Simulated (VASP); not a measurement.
Consider the following.

```
Os
1.0
    1.35978    -2.35520     0.00000
    1.35978     2.35520     0.00000
    0.00000     0.00000     4.28705
Os
2
Direct
  0.33333   0.66667   0.25000
  0.66667   0.33333   0.75000
```

These are LDA (Ceperley-Alder, Perdew-Zunger), VASP's LDA PAW potentials (set 64) (plane waves; VASP) values and carry that method's errors. Numerical set-up: 520 eV cut-off, 17×17×10 Γ-centred mesh, tetrahedra with Blöchl corrections, potentials Os.

Unless said otherwise, spin-orbit coupling is left out, though it shifts the bands of the heavy elements here.

Question: Tabulate the total density of states (states/eV per cell) against energy (eV; zero at the valence-band maximum or, without a gap, the Fermi level).

Answer: 
(E (eV), DOS (states/eV)): (-9.88, 0.12); (-9.65, 0.14); (-9.42, 0.16); (-9.19, 0.18); (-8.96, 0.21); (-8.73, 0.24); (-8.50, 0.28); (-8.27, 0.34); (-8.04, 0.43); (-7.81, 1.37); (-7.58, 1.52); (-7.35, 1.56); (-7.12, 1.98); (-6.89, 1.99); (-6.66, 2.61); (-6.54, 2.22); (-6.31, 1.74); (-6.08, 1.64); (-5.85, 1.02); (-5.62, 2.98); (-5.39, 1.55); (-5.16, 1.57); (-4.93, 2.68); (-4.70, 2.75); (-4.47, 2.32); (-4.24, 0.88); (-4.01, 0.77); (-3.77, 2.94); (-3.54, 3.44); (-3.31, 2.56); (-3.08, 2.31); (-2.85, 2.96); (-2.62, 2.45); (-2.39, 2.27); (-2.16, 2.91); (-1.93, 2.52); (-1.70, 2.04); (-1.47, 1.65); (-1.24, 1.47); (-1.01, 1.37); (-0.78, 1.29); (-0.55, 1.28); (-0.32, 1.24); (-0.09, 1.18); (0.14, 1.16); (0.26, 1.16); (0.49, 1.22); (0.72, 1.43); (0.95, 1.29); (1.18, 1.69); (1.41, 2.14); (1.64, 2.10); (1.87, 2.77); (2.10, 2.87); (2.33, 3.09); (2.56, 2.17); (2.79, 0.63); (3.03, 0.60); (3.26, 0.58); (3.49, 0.58)
Within 2 eV below the Fermi level the largest weight inside VASP's projection spheres is Os d.

The compound is Os in the hcp structure. It was relaxed first.
